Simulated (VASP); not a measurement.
## YHSe: relaxation of cell and atoms with LDA

The system is YHSe.

```
CELL_PARAMETERS angstrom
3.76374 0.00000 0.00000
-1.88187 3.25949 0.00000
0.00000 0.00000 3.81460
ATOMIC_POSITIONS crystal
Y 0.00000 0.00000 0.00000
H 0.33333 0.66667 0.00000
Se 0.66667 0.33333 0.50000
```

The cell comes from a database or a generator and needn't be the stable form of this composition.

| Property | Result |
| --- | --- |
| Program | VASP 6.6.1 |
| Task | relaxation of cell and atoms |
| Functional | LDA |
| Potentials or basis | VASP PAW LDA potentials, release 64 (Y_sv, H, Se) |
| Cutoff | 600 eV |
| k mesh | 9 × 9 × 8 |
| Occupations | gaussian, width 0.01 eV |
| Spin | no spin polarisation |
| Target pressure | 40 GPa |
| Dipole correction | no |
| Further INCAR settings | ALGO = Normal; EDIFF = 1e-07; IBRION = 2; EDIFFG = -0.001; NSW = 80; ISIF = 3 |
| Target pressure | 40 GPa |

```yaml
Relaxed_volume: 12.19 Å³/atom
Relaxed_cell: a = 3.463 Å, b = 3.463 Å, c = 3.521 Å, α = 90.00°, β = 90.00°, γ = 120.00°
Space_group_after_relaxing_to_0.05_Å: P-6m2 (No. 187)
Energy_change_on_relaxing_the_enthalpy_is_what_falls: +346.0 meV/atom
Ionic_steps: 8
Pressure_after_relaxing: 40.0 GPa
Band_gap_on_the_k_mesh: 1.28 eV, indirect (least direct gap 1.50 eV)
```

Step by step:
```
step  energy change (eV)  largest force (eV/Å)  pressure (GPa)  volume (Å³)
   1              0.0000                0.0000            0.13        46.80
   2              8.6464                0.0000          216.87        25.12
   3              0.8130                0.0000           33.87        37.55
   4              0.9685                0.0000           38.15        36.86
   5              1.0378                0.0000           40.02        36.58
   6              1.0379                0.0000           40.00        36.58
   7              1.0379                0.0000           40.02        36.58
   8              1.0379                0.0000           40.00        36.58
```

Final structure:
```yaml
crystal:
  lattice:
    - [3.46333, 0.00000, 0.00000]
    - [-1.73167, 2.99933, 0.00000]
    - [0.00000, 0.00000, 3.52122]
  atoms:
    - { symbol: Y, position: [0.00000, 0.00000, 0.00000] }
    - { symbol: H, position: [0.33333, 0.66667, 0.00000] }
    - { symbol: Se, position: [0.66667, 0.33333, 0.50000] }
```

Levels at points of the mesh, in eV from the valence-band top:
```csv
k point,band 6,band 7,band 8,band 9,band 10,band 11,band 12,band 13
"(0.00, 0.00, 0.00)",-4.31,-2.18,-2.18,-1.61,1.28,4.78,4.78,4.81
"(0.00, 0.00, 0.50)",-7.77,-1.50,-1.50,0.00,1.50,1.50,4.00,4.00
```

Run time: 3.2 min on 1 thread of Intel(R) Xeon(R) Platinum 8259CL CPU @ 2.50GHz (Skylake/Cascade Lake), with other jobs on the host, peak memory 0.23 GiB.

Caveat: the cell is relaxed towards a set pressure, so the enthalpy falls and the energy may rise; the volume moved by over 15 % at a fixed basis, so the end points are rough; an odd mesh through Γ misses points on the zone boundary, where band edges often lie. Expect the measured gap to be larger: semilocal functionals such as LDA lack the derivative discontinuity.
